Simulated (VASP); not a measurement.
Level of theory: PBE GGA, VASP's PBE PAW potentials (set 64) (plane waves; VASP 6.6.1).

The input files of a VASP run:

### KPOINTS
```
K-points
0
gamma
  8 8 8
```

**POSCAR**
```
Si
1.0
  0.0000000000   2.7342071091   2.7342071091
  2.7342071091   0.0000000000   2.7342071091
  2.7342071091   2.7342071091   0.0000000000
Si
2
direct
  0.0000000000   0.0000000000   0.0000000000
  0.2500000000   0.2500000000   0.2500000000
```

### INCAR
```
# general
SYSTEM  = Si
PREC    = Accurate
ENCUT   = 480
LREAL   = .False.
LASPH   = .True.

# electronic loop
EDIFF   = 1E-7
NELM    = 100
ALGO    = Normal

# smearing
ISMEAR  = 0
SIGMA   = 0.05

# functional
GGA     = PE

# ions
IBRION  = 2
NSW     = 40
ISIF    = 3
EDIFFG  = -0.01
PSTRESS = 10

# output
LWAVE   = .False.
LCHARG  = .False.
```

POTCAR, in this order: Si (PBE.64 set). Program: vasp_std.

Question: What will the output report for the number of irreducible k-points (NKPTS), number of bands (NBANDS), largest plane-wave count, number of space-group operations, FFT grid (NGX, NGY, NGZ)?

Answer: 
```yaml
number of irreducible k-points (NKPTS): 29
number of bands (NBANDS): 8
largest_plane_wave_count: 992
number_of_space_group_operations: 48
FFT grid (NGX, NGY, NGZ): 28 × 28 × 28
```

The compound is Si in the diamond structure. This run relaxes it under an external pressure of 1 GPa. Symmetry was kept, so distortions that lower it aren't found.
